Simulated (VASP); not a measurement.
Method: PBE GGA, VASP's PBE PAW potentials (set 64) (plane waves; VASP).

Gaps are without spin-orbit coupling.

The volume per atom comes out as 34.47 Å^3/atom and the band gap (over mesh and band path) is 2.36 eV. The smallest direct gap (over mesh and band path) comes out as 2.36 eV, the Hill bulk modulus is 34.2 GPa and the Hill shear modulus is 12.1 GPa.

Task: Which relaxed crystal gives these values?
(A) SiO2, P4_2/mnm (136)
(B) CdF2, Fm-3m (225)
(C) MoTe2, P6_3/mmc (194)
(D) MgTe, P6_3mc (186)

Result: D, MgTe, P6_3mc (186)
